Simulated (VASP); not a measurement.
A run of VASP 6.6.1 is set up as follows.

POSCAR

```
BN
1.0
    0.0000000000      1.8075000000      1.8075000000
    1.8075000000      0.0000000000      1.8075000000
    1.8075000000      1.8075000000      0.0000000000
B N
1 1
Direct
    0.0000000000      0.0000000000      0.0000000000
    0.2500000000      0.2500000000      0.2500000000
```

The input INCAR.step1:

```
SYSTEM = BN
ALGO     = Normal         ! electronic algorithm
EDIFF    = 1E-8           ! SCF threshold, eV
EDIFFG   = -0.002         ! ionic threshold
ENCUT    = 600            ! plane-wave cutoff, eV
GGA      = CA             ! functional
IBRION   = 2              ! ionic algorithm
ISIF     = 3              ! what is computed and relaxed
ISMEAR   = 0              ! smearing method
LASPH    = .True.         ! aspherical terms in the spheres
LCHARG   = .False.        ! write CHGCAR
LREAL    = .False.        ! projectors in reciprocal space
LWAVE    = .False.        ! write WAVECAR
NELM     = 60             ! most SCF steps
NSW      = 40             ! ionic steps
PREC     = Accurate       ! precision mode
SIGMA    = 0.02           ! smearing width, eV
```

The input INCAR.step2:

```
SYSTEM = BN
ALGO     = Normal         ! electronic algorithm
EDIFF    = 1E-8           ! SCF threshold, eV
ENCUT    = 600            ! plane-wave cutoff, eV
GGA      = CA             ! functional
IBRION   = 6              ! ionic algorithm
ISIF     = 3              ! what is computed and relaxed
ISMEAR   = 0              ! smearing method
LASPH    = .True.         ! aspherical terms in the spheres
LCHARG   = .False.        ! write CHGCAR
LREAL    = .False.        ! projectors in reciprocal space
LWAVE    = .False.        ! write WAVECAR
NELM     = 60             ! most SCF steps
NFREE    = 2            
NSW      = 1              ! ionic steps
POTIM    = 0.015          ! step
PREC     = Accurate       ! precision mode
SIGMA    = 0.02           ! smearing width, eV
```

File KPOINTS:

```
k-points
0
Gamma
  12 12 12
  0 0 0
```

Potentials or basis: VASP PAW LDA potentials, release 64 (B, N).

The run is started by

```bash
$ cat potpaw_LDA.64/B/POTCAR potpaw_LDA.64/N/POTCAR > POTCAR
$ cp INCAR.step1 INCAR
$ mpirun -np 1 vasp_std > vasp.out
$ cp CONTCAR POSCAR
$ cp INCAR.step2 INCAR
$ mpirun -np 1 vasp_std > vasp.out
```

(1) Predict the elastic constants C11, C12, C44.

(2) Estimate the Voigt bulk modulus.

(3) Estimate the highest phonon frequency at Γ, LO-TO splitting left out.

(4) What does it give for the space group after relaxing (to 0.05 Å)?

(5) Predict the relaxed volume.

## Answers

(1) 822, 192, 475 GPa.

(2) 402 GPa.

(3) 1068 cm⁻¹.

(4) F-43m (No. 216).

(5) 5.75 Å³/atom.
